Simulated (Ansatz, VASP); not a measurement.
Tc3Sn in VASP and in Ansatz

File INCAR:

```
SYSTEM = Tc3Sn
  PREC = Accurate
  ENCUT = 520
  EDIFF = 1E-7
  ISMEAR = -1
  SIGMA = 0.05
  LREAL = .FALSE.
  LASPH = .TRUE.
  NELM = 80
  ALGO = Normal
  ISIF = 2
  LWAVE = .FALSE.
  LCHARG = .FALSE.
  GGA = PE
  NBANDS = 34
```

The input KPOINTS:

```
regular mesh
0
G
  10 10 3
  0 0 0
```

Contents of POSCAR:

```
Tc3Sn
1.0
    2.9415865702      0.0000000000      0.0000000000
   -1.4707932851      2.5474886972      0.0000000000
    0.0000000000      0.0000000000      8.6334470000
Sn Tc
1 3
Direct
    0.0000000000      0.0000000000      0.0000000000
    0.3333333333      0.6666666667      0.7382180000
    0.3333333333      0.6666666667      0.2617820000
    0.0000000000      0.0000000000      0.5000000000
```

Contents of input.yaml:

```yaml
crystal:
  lattice:
    - [2.9415865702, 0.0, 0.0]
    - [-1.4707932851, 2.5474886972, 0.0]
    - [0.0, 0.0, 8.633447]
  atoms:
    - { symbol: Sn, position: [0.0, 0.0, 0.0] }
    - { symbol: Tc, position: [0.3333333333, 0.6666666667, 0.738218] }
    - { symbol: Tc, position: [0.3333333333, 0.6666666667, 0.261782] }
    - { symbol: Tc, position: [0.0, 0.0, 0.5] }
hamiltonian:
  xc: pbe
  pseudopotentials: { kind: paw }
kpoints:
  mp_grid: { grid: [10, 10, 3] }
scf:
  occupations: { method: fermi_dirac, width: 0.05 }
output:
  forces: true
  stress: true
  eigenvalues: true
  write_density: true
  write_potential: true
  elf: true
  volumetric_format: npy
```

The cell comes from a database or a generator and needn't be the stable form of this composition.

Alike in both runs: task single point; functional PBE; k mesh 10 × 10 × 3; occupations fermi-dirac, width 0.05 eV; no spin polarisation.

|  | VASP | Ansatz |
| --- | --- | --- |
| version | VASP 6.6.1 | Ansatz 0.2.0 |
| potentials or method | VASP PAW PBE potentials, release 64 (Sn_d, Tc_pv) | Ansatz PAW earlier set |
| plane-wave cutoff (eV) | 520 | 500 |
| valence electrons in the cell | 53 | 59 |

```csv
,VASP,Ansatz,Ansatz less VASP
gap on the k mesh at the Fermi level (eV),none,none,-
pressure (GPa),-2.2,-1.8,+0.35
largest component of the traceless stress (GPa),0.11,0.15,+0.037
rms of the force components (eV/Å),0.046,0.029,-0.0171
```

Atom by atom the forces differ by 0.017 eV/Å (rms over components). A gap of «none» marks a metal or a gap that the smearing closes. The two sets of potentials don't hold the same shells in valence.
